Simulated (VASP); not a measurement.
Here is the system:

```
CELL_PARAMETERS angstrom
      3.36635     0.00000     0.00000
      0.00000     3.36635     0.00000
      0.00000     0.00000    11.10773
ATOMIC_POSITIONS crystal
  Gd 0.00000 0.50000 0.00000
  Gd 0.50000 0.00000 0.50000
  Bi 0.00000 0.00000 0.25000
  Bi 0.00000 0.00000 0.75000
```

All values below come from PBEsol GGA, VASP's PBE PAW potentials (set 64) (plane waves; VASP). Settings: 480 eV cut-off, 8×8×4 Γ-centred mesh, first-order Methfessel-Paxton smearing of 0.10 eV, potentials Gd_3 Bi_d.

The 4f electrons are frozen in the core of the lanthanide potential, so 4f levels, which can set the real gap, and their magnetism are missing. Energy and stress use the plane-wave basis of the starting cell.

Question: The ions, cell shape and volume at an external pressure of 5.0 GPa are relaxed. Predict the relaxed structure.

Answer: 
```
CELL_PARAMETERS angstrom
      3.24636     0.00000     0.00000
      0.00000     3.24636     0.00000
      0.00000     0.00000    10.93110
ATOMIC_POSITIONS crystal
  Gd 0.00000 0.50000 0.00000
  Gd 0.50000 0.00000 0.50000
  Bi 0.00000 0.00000 0.25000
  Bi 0.00000 0.00000 0.75000
```
Space group P4_2/mmc (131), at a tolerance of 0.03 Å.

Question: How do energy and volume change from the first to the last step?

Answer: The energy (σ→0) changes by +39.5 meV/atom and the volume by -8.5 %, in 8 ionic steps.

| step | E(σ→0) (eV) | max force (eV/Å) | pressure (GPa) | volume (Å³) |
|---|---|---|---|---|
| 1 | -19.3415 | 0.000 | 0.07 | 125.88 |
| 2 | -18.8808 | 0.000 | 9.80 | 109.04 |
| 3 | -19.1976 | 0.000 | 4.94 | 115.99 |
| 4 | -19.1916 | 0.000 | 5.05 | 115.79 |
| 5 | -19.1838 | 0.000 | 5.05 | 115.24 |
| 6 | -19.1777 | 0.000 | 5.06 | 115.02 |
| 7 | -19.1782 | 0.000 | 5.06 | 115.03 |
| 8 | -19.1835 | 0.000 | 4.96 | 115.20 |

The structure was generated: GdBi was put into the PtS type (P4_2/mmc), which need not be its known phase. This run relaxes it under an external pressure of 5 GPa. Symmetry was kept, so distortions that lower it aren't found. VASP warned that the highest band is occupied, so more bands are needed.
